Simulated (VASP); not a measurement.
OSZICAR of a VASP run on Au (fcc):

File OSZICAR:
```
       N       E                     dE             d eps       ncg     rms          rms(c)
DAV:   1     0.434651129917E+02    0.43465E+02   -0.57222E+03  2368   0.107E+03
DAV:   2    -0.903708585110E+00   -0.44369E+02   -0.41786E+02  2229   0.194E+02
DAV:   3    -0.128402886096E+01   -0.38032E+00   -0.37971E+00  2577   0.188E+01
DAV:   4    -0.128516626652E+01   -0.11374E-02   -0.11374E-02  2446   0.110E+00
DAV:   5    -0.128517482604E+01   -0.85595E-05   -0.85593E-05  2517   0.926E-02    0.718E+00
DAV:   6    -0.101426203405E+01    0.27091E+00   -0.98932E-01  2212   0.942E+00    0.473E+00
DAV:   7    -0.999926049683E+00    0.14336E-01   -0.51053E-02  2356   0.211E+00    0.251E+00
DAV:   8    -0.997738273403E+00    0.21878E-02   -0.80047E-04  2240   0.333E-01    0.183E-01
DAV:   9    -0.997734842691E+00    0.34307E-05   -0.12785E-05  2566   0.327E-02    0.108E-02
DAV:  10    -0.997740055313E+00   -0.52126E-05   -0.32878E-06  2348   0.236E-02    0.280E-03
DAV:  11    -0.997740016637E+00    0.38676E-07   -0.37119E-08  1756   0.182E-03
   1 F= -.99774002E+00 E0= -.99763866E+00  d E =-.304077E-03
```

Question: Which electronic solver shows in the log?

Answer: It is blocked Davidson (ALGO = Normal, or the opening steps of other solvers). The INCAR had ALGO = Normal.

Question: Can the final energy be trusted as converged?

Answer: Self-consistency was reached. It stopped with EDIFF = 1E-7, NELM = 100 (rev-vdW-DF2, plane waves, VASP's PBE PAW potentials (set 64)).

The compound is Au in the fcc structure. This cell is one point of a volume scan, at 1.06 of the reference volume.
